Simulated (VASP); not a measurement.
All values below come from LDA (Ceperley-Alder, Perdew-Zunger), VASP's LDA PAW potentials (set 64) (plane waves; VASP 6.6.1).

A VASP calculation is set up with these files.

File POSCAR:
```
LiF
1
    0.0000000000     1.9961850000     1.9961850000
    1.9961850000     0.0000000000     1.9961850000
    1.9961850000     1.9961850000     0.0000000000
Li F
1 1
Direct
  0.0000000000   0.0000000000   0.0000000000
  0.5000000000   0.5000000000   0.5000000000
```

File KPOINTS:
```
Automatic mesh
0
Gamma
14 14 14
0 0 0
```

### INCAR
```
SYSTEM = LiF
PREC = Accurate
ENCUT = 400
EDIFF = 1E-6
NELM = 100
ALGO = Normal
LREAL = .FALSE.
LASPH = .TRUE.
ISMEAR = 0
SIGMA = 0.01
LWAVE = .FALSE.
LCHARG = .FALSE.
ISIF = 2
```

POTCAR, in this order: Li_sv F (LDA.64 set). Program: vasp_std.

The resulting files:

OUTCAR:
```
 ion  position               nearest neighbor table
   1  0.000  0.000  0.000-   2 2.00   2 2.00   2 2.00   2 2.00   2 2.00   2 2.00
   2  0.500  0.500  0.500-   1 2.00   1 2.00   1 2.00   1 2.00   1 2.00   1 2.00
  LATTYP: Found a face centered cubic cell.
 ALAT       =     3.9923700000
 Subroutine PRICEL returns:
 Original cell was already a primitive cell.
 Subroutine GETGRP returns: Found 48 space group operations
The static configuration has the point symmetry O_h .
The dynamic configuration has the point symmetry O_h .
 Subroutine INISYM returns: Found 48 space group operations
 Subroutine IBZKPT returns following result:
 Found    104 irreducible k-points:

 Following reciprocal coordinates:
            Coordinates               Weight
  0.000000  0.000000  0.000000      1.000000
  0.071429  0.000000  0.000000      8.000000
  0.142857  0.000000  0.000000      8.000000
  0.214286  0.000000  0.000000      8.000000
  0.285714  0.000000  0.000000      8.000000
  0.357143  0.000000  0.000000      8.000000
  0.428571  0.000000  0.000000      8.000000
  0.500000  0.000000  0.000000      4.000000
  0.071429  0.071429  0.000000      6.000000
  0.142857  0.071429  0.000000     24.000000
  0.214286  0.071429  0.000000     24.000000
  0.285714  0.071429  0.000000     24.000000
  0.357143  0.071429  0.000000     24.000000
  0.428571  0.071429  0.000000     24.000000
  0.500000  0.071429  0.000000     24.000000
 -0.428571  0.071429  0.000000     24.000000
 -0.357143  0.071429  0.000000     24.000000
 -0.285714  0.071429  0.000000     24.000000
 -0.214286  0.071429  0.000000     24.000000
 -0.142857  0.071429  0.000000     24.000000
 -0.071429  0.071429  0.000000     12.000000
  0.142857  0.142857  0.000000      6.000000
  0.214286  0.142857  0.000000     24.000000
  0.285714  0.142857  0.000000     24.000000
...
```

**OSZICAR**
```
       N       E                     dE             d eps       ncg     rms          rms(c)
DAV:   1     0.176410871050E+02    0.17641E+02   -0.48580E+03  2064   0.915E+02
DAV:   2    -0.104562630123E+02   -0.28097E+02   -0.27629E+02  2055   0.172E+02
DAV:   3    -0.110255879377E+02   -0.56932E+00   -0.56846E+00  2522   0.223E+01
DAV:   4    -0.110305978425E+02   -0.50099E-02   -0.50090E-02  2318   0.190E+00
DAV:   5    -0.110306831008E+02   -0.85258E-04   -0.85258E-04  2482   0.141E-01    0.408E+00
DAV:   6    -0.105763818089E+02    0.45430E+00   -0.22382E+00  1935   0.113E+01    0.143E+00
DAV:   7    -0.105619761046E+02    0.14406E-01   -0.16069E-02  2510   0.135E+00    0.837E-01
DAV:   8    -0.105551390244E+02    0.68371E-02   -0.95863E-03  2730   0.128E+00    0.788E-02
DAV:   9    -0.105551608981E+02   -0.21874E-04   -0.70651E-04  2016   0.283E-01    0.330E-02
DAV:  10    -0.105551736338E+02   -0.12736E-04   -0.35967E-05  2096   0.567E-02    0.696E-03
DAV:  11    -0.105551729692E+02    0.66465E-06   -0.12814E-06  1846   0.147E-02
   1 F= -.10555173E+02 E0= -.10555173E+02  d E =-.105238E-27
```

File OUTCAR:
```
------------------------ aborting loop because EDIFF is reached ----------------------------------------
  FORCE on cell =-STRESS in cart. coord.  units (eV):
  Direction    XX          YY          ZZ          XY          YZ          ZX
  --------------------------------------------------------------------------------------
  Total       -1.7627963     -1.7627963     -1.7627963      0.0000000      0.0000000     -0.0000000
  in kB     -177.5335180   -177.5335180   -177.5335180      0.0000000      0.0000000     -0.0000000
  external PRESSURE =    -177.5335180 kB  Pullay stress =       0.0000000 kB
  volume of cell :       15.91
      direct lattice vectors                 reciprocal lattice vectors
     0.000000000  1.996185000  1.996185000    -0.250477786  0.250477786  0.250477786
     1.996185000  0.000000000  1.996185000     0.250477786 -0.250477786  0.250477786
     1.996185000  1.996185000  0.000000000     0.250477786  0.250477786 -0.250477786
  FREE ENERGIE OF THE ION-ELECTRON SYSTEM (eV)
  ---------------------------------------------------
  free  energy   TOTEN  =       -10.5551729692 eV

  energy  without entropy=      -10.5551729692  energy(sigma->0) =      -10.55517297
```
(Selected blocks of OUTCAR.)

At this cut-off the stress carries a Pulay error, which pulls relaxed volumes low.

The structure comes from a computed database's LiF entry; how it stands against other phases isn't given here. The cell was not relaxed at this level.
